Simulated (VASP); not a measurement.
# Ge3Se4: relaxation of cell and atoms with PBE

Ge3Se4:

```
CELL_PARAMETERS angstrom
5.61166 0.00000 0.00000
0.00000 5.61166 0.00000
0.00000 0.00000 5.61166
ATOMIC_POSITIONS crystal
Ge 0.00000 0.50000 0.50000
Ge 0.50000 0.00000 0.50000
Ge 0.50000 0.50000 0.00000
Se 0.50000 0.00000 0.00000
Se 0.00000 0.50000 0.00000
Se 0.00000 0.00000 0.50000
Se 0.00000 0.00000 0.00000
```

The cell was built by a generator and needn't be a form met in nature.

The cell isn't the ideal one: random cell by space group and Wyckoff sites (Pm-3m, No. 221).

```yaml
Program: VASP 6.6.1
Task: relaxation of cell and atoms
Functional: PBE
Potentials_or_basis: VASP PAW PBE potentials, release 64 (Ge_d, Se)
Cutoff: 600 eV
k_mesh: 4 × 4 × 4
Occupations: gaussian, width 0.1 eV
Spin: no spin polarisation
Dipole_correction: no
Further_INCAR_settings: ALGO = Fast; EDIFF = 1e-06; IBRION = 2; EDIFFG = -0.04; NSW = 90; ISIF = 3
```

```json
{
 "Relaxed volume": "25.41 Å³/atom",
 "Relaxed cell": "a = 5.624 Å, b = 5.624 Å, c = 5.624 Å, α = 90.00°, β = 90.00°, γ = 90.00°",
 "Space group after relaxing (to 0.05 Å)": "Pm-3m (No. 221)",
 "Energy gained by relaxing": "0.1 meV/atom",
 "Ionic steps": "2",
 "Pressure after relaxing": "0.0 GPa",
 "Band gap on the k mesh": "none (metal or under the smearing width)"
}
```

The path:
| step | energy change (eV) | largest force (eV/Å) | pressure (GPa) | volume (Å³) |
| --- | --- | --- | --- | --- |
| 1 | 0.0000 | 0.0000 | 0.28 | 176.71 |
| 2 | -0.0008 | 0.0000 | -0.03 | 177.85 |

Final structure:
```
Ge Se
1.0
     5.62367    0.00000    0.00000
     0.00000    5.62367    0.00000
     0.00000    0.00000    5.62367
Ge Se
3 4
Direct
  0.00000 0.50000 0.50000
  0.50000 0.00000 0.50000
  0.50000 0.50000 0.00000
  0.50000 0.00000 0.00000
  0.00000 0.50000 0.00000
  0.00000 0.00000 0.50000
  0.00000 0.00000 0.00000
```

Levels at points of the mesh, in eV from the Fermi level:
```tsv
k point	band 29	band 30	band 31	band 32	band 33	band 34	band 35	band 36
(0.00, 0.00, 0.00)	-4.02	-4.02	-4.02	0.94	0.94	0.94	1.93	1.93
(0.50, 0.00, 0.00)	-3.39	-2.92	-1.18	-0.87	0.22	0.22	0.40	0.99
(0.50, 0.50, 0.00)	-2.68	-2.50	-1.66	-0.86	-0.86	-0.59	-0.55	0.35
(0.50, 0.50, 0.50)	-2.39	-2.39	-2.39	-2.38	-0.71	-0.71	-0.71	0.34
```

It took 3.1 min on 1 thread of Intel(R) Xeon(R) Platinum 8488C (Sapphire Rapids), on a shared host, peak memory 0.36 GiB.
